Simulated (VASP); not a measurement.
Crystal: InSb.

```xyz
2
Lattice="0.0000 3.2603 3.2603 3.2603 0.0000 3.2603 3.2603 3.2603 0.0000" Properties=species:S:1:pos:R:3 pbc="T T T"
In    0.0000    0.0000    0.0000
Sb    1.6302    1.6302    1.6302
```

The cell was built by a generator and needn't be a form met in nature.

Base run:

```yaml
Program: VASP 6.6.1
Functional: r2SCAN
Potentials_or_basis: VASP PAW PBE potentials, release 64 (In_d, Sb)
Cutoff: 520 eV
k_mesh: 10 × 10 × 10
Occupations: gaussian, width 0.03 eV
Spin: no spin polarisation
```

Its results: pressure 0.7 GPa.

The run is repeated on the same cell with these changes: functional from r2SCAN to PBEsol. What comes out?

Pressure 0.0 GPa.

Caveats: the PAW data sets were made with another functional, which shifts forces and pressure a little.
